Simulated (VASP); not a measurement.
VASP input:

File POSCAR:
```
MnSi
1
    4.5120727663     0.0000000000     0.0000000000
    0.0000000000     4.5120727663    -0.0000000000
    0.0000000000     0.0000000000     4.5120727663
Mn Si
4 4
Direct
  0.8633640384   0.6366359616   0.3633640384
  0.3633640384   0.8633640384   0.6366359616
  0.1366359616   0.1366359616   0.1366359616
  0.6366359616   0.3633640384   0.8633640384
  0.1548004587   0.3451995413   0.6548004587
  0.6548004587   0.1548004587   0.3451995413
  0.8451995413   0.8451995413   0.8451995413
  0.3451995413   0.6548004587   0.1548004587
```

### KPOINTS
```
Automatic mesh
0
Gamma
7 7 7
0 0 0
```

### INCAR
```
# general
SYSTEM =MnSi
PREC   =Accurate
ENCUT  =500
LREAL  =.FALSE.   # projection in real space or not
LASPH  =.TRUE.   # aspherical one-centre terms

# electronic loop
EDIFF  =1E-6
NELM   =100
ALGO   =Normal   # blocked Davidson
LMAXMIX=4   # l cut-off of mixed one-centre charges

# smearing
ISMEAR =1   # Methfessel-Paxton
SIGMA  =0.1

# functional
GGA    =PE   # PBE

# spin
ISPIN  =2   # spin-polarised
MAGMOM =4*1.1 4*-0.0

# ions
IBRION =2   # conjugate gradients
NSW    =40   # most ionic steps
ISIF   =3
EDIFFG =-0.02

# output
LWAVE  =.FALSE.
LCHARG =.FALSE.
LORBIT =10
```

POTCAR, in this order: Mn_pv Si (PBE.64 set). Program: vasp_std.

### Question
Translate this PBE calculation to Ansatz.

### Answer
One equivalent input (not run):
Ansatz 0.2 input:
```yaml
crystal:
  lattice:
    - [4.5120728, 0.0000000, 0.0000000]
    - [0.0000000, 4.5120728, 0.0000000]
    - [0.0000000, 0.0000000, 4.5120728]
  atoms:
    - { symbol: Mn, position: [0.8633640, 0.6366360, 0.3633640], spin: 1.1 }
    - { symbol: Mn, position: [0.3633640, 0.8633640, 0.6366360], spin: 1.1 }
    - { symbol: Mn, position: [0.1366360, 0.1366360, 0.1366360], spin: 1.1 }
    - { symbol: Mn, position: [0.6366360, 0.3633640, 0.8633640], spin: 1.1 }
    - { symbol: Si, position: [0.1548005, 0.3451995, 0.6548005] }
    - { symbol: Si, position: [0.6548005, 0.1548005, 0.3451995] }
    - { symbol: Si, position: [0.8451995, 0.8451995, 0.8451995] }
    - { symbol: Si, position: [0.3451995, 0.6548005, 0.1548005] }
kpoints:
  mp_grid: { grid: [7, 7, 7] }
hamiltonian:
  xc: pbe
  pseudopotentials: { kind: paw }
magnetization: { spin_polarized: true }
scf:
  occupations: { method: methfessel_paxton, width: 0.1 }
  max_iter: 100
relax:
  max_steps: 40
  f_tol: 0.02
  cell: {}
output: { forces: true, stress: true, eigenvalues: true }
```
Limits of the translation: each code has its own PAW files, so the cut-off isn't converted (ENCUT is set for VASP's; basis.ecutwfc is left out, and Ansatz then takes the one that its files recommend); Ansatz stops its SCF on the density residual and VASP on the energy change (EDIFF).

The compound is MnSi in the B20 structure. This run relaxes it. Symmetry was kept, so distortions that lower it aren't found.
